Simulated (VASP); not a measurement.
Computed with PBE GGA with spin-orbit coupling, VASP's PBE PAW potentials (set 64) (plane waves; VASP).

The input files of a VASP run:

File KPOINTS_OPT:
```
k-points along high-symmetry lines
8
Line-mode
Reciprocal
  0.000000   0.000000   0.000000 ! GAMMA
  0.000000   0.500000   0.000000 ! X

  0.000000   0.500000   0.000000 ! X
  0.500000   0.500000   0.000000 ! M

  0.500000   0.500000   0.000000 ! M
  0.000000   0.000000   0.000000 ! GAMMA

  0.000000   0.000000   0.000000 ! GAMMA
  0.500000   0.500000   0.500000 ! R

  0.500000   0.500000   0.500000 ! R
  0.000000   0.500000   0.000000 ! X

  0.500000   0.500000   0.500000 ! R
  0.500000   0.500000   0.000000 ! M
```

File KPOINTS:
```
Automatic mesh
0
Gamma
8 8 8
0 0 0
```

### POSCAR
```
Ni3Al
3.5640940
  1.0000000762   0.0000000000   0.0000000000
  0.0000000000   1.0000000762   0.0000000000
  0.0000000000   0.0000000000   1.0000000762
Al Ni
1 3
Cart
  0.0000000000   0.0000000000   0.0000000000
  0.0000000000   0.5000000381   0.5000000381
  0.5000000381   0.0000000000   0.5000000381
  0.5000000381   0.5000000381   0.0000000000
```

INCAR:
```
SYSTEM = Ni3Al
PREC = Accurate
ENCUT = 400
EDIFF = 1E-6
NELM = 100
ALGO = Normal
LREAL = .FALSE.
LASPH = .TRUE.
ISMEAR = 0
SIGMA = 0.05
GGA = PE
LMAXMIX = 4
MAGMOM = 0 0 -0.0 0 0 0.3 0 0 0.3 0 0 0.3
LORBIT = 11
LWAVE = .FALSE.
LCHARG = .FALSE.
LSORBIT = .TRUE.
GGA_COMPAT = .FALSE.
```

POTCAR, in this order: Al Ni (PBE.64 set). Program: vasp_ncl.

Question: What will the output report for the number of irreducible k-points (NKPTS), number of bands (NBANDS), largest plane-wave count, number of space-group operations, FFT grid (NGX, NGY, NGZ)?

Answer: 
```
Property                                      Result
--------------------------------------  ------------
number of irreducible k-points (NKPTS)            90
number of bands (NBANDS)                          40
largest plane-wave count                        1680
number of space-group operations                   8
FFT grid (NGX, NGY, NGZ)                24 × 24 × 24
```

The compound is Ni3Al in the L1_2 structure. It was relaxed first.
